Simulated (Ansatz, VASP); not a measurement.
This is a calculation of GaSn for VASP 6.6.1.

Contents of INCAR:

```
PREC = Accurate
ENCUT = 600
EDIFF = 1E-6
ISMEAR = -1
SIGMA = 0.05
LREAL = F
LASPH = T
NELM = 100
ALGO = Normal
ISIF = 3
LWAVE = F
LCHARG = F
GGA = PE
IBRION = 2
NSW = 40
EDIFFG = -0.02
```

The input KPOINTS:

```
regular mesh
0
Gamma
  8 8 8
```

POSCAR

```
GaSn
1.0
    0.0000000000      2.9028814200      3.0982155700
    2.7292512900      0.0000000000      3.0982155700
    2.7292512900      2.9028814200      0.0000000000
Ga Sn
1 1
Direct
    0.5000000000      0.5000000000      0.5000000000
    0.0000000000      0.0000000000      0.0000000000
```

Potentials or basis: VASP PAW PBE potentials, release 64 (Ga_d, Sn_d).

Command:

```console
$ cat potpaw_PBE.64/Ga_d/POTCAR potpaw_PBE.64/Sn_d/POTCAR > POTCAR
$ mpirun -np 1 vasp_std > vasp.out
```

Task: Set up the same calculation for Ansatz 0.2.0. Potentials there: Ansatz PAW.

Result: As run (the cutoff follows the program's own potentials):

File input.yaml:

```yaml
crystal:
  lattice:
    - [0.0, 2.90288142, 3.09821557]
    - [2.72925129, 0.0, 3.09821557]
    - [2.72925129, 2.90288142, 0.0]
  atoms:
    - { symbol: Ga, position: [0.5, 0.5, 0.5] }
    - { symbol: Sn, position: [0.0, 0.0, 0.0] }
hamiltonian:
  xc: pbe
  pseudopotentials: { kind: paw }
kpoints:
  mp_grid: { grid: [8, 8, 8] }
scf:
  occupations: { method: fermi_dirac, width: 0.05 }
output:
  forces: true
  stress: true
  eigenvalues: true
relax:
  f_tol: 0.01
  max_steps: 40
  cell: { stress_tol: 0.05 }
```

Potentials or basis: Ansatz PAW.

Launch:

```bash
$ ansatz run input.yaml --threads 2 --pin off --max-ram 5632MiB --backend cpu --events-out ev --progress --plain --runs-dir out
```

Both were run:

|  | VASP | Ansatz | Ansatz less VASP |
| --- | --- | --- | --- |
| gap on the k mesh at the Fermi level, each at its own relaxed structure (eV) | none | none | - |
| relaxed volume (Å³/atom) | 24.49 | 24.45 | -0.034 |
| relaxed cell length with the largest relative difference (Å) | 4.109 | 4.105 | -0.0039 |
| energy change over the relaxation (meV/atom) | -59 | -59 | +0.2 |

A gap of «none» marks a metal or a gap that the smearing closes.

Caveats: the plane-wave basis is chosen anew once the cell has moved, so the energies of steps on either side of that aren't comparable (Ansatz).
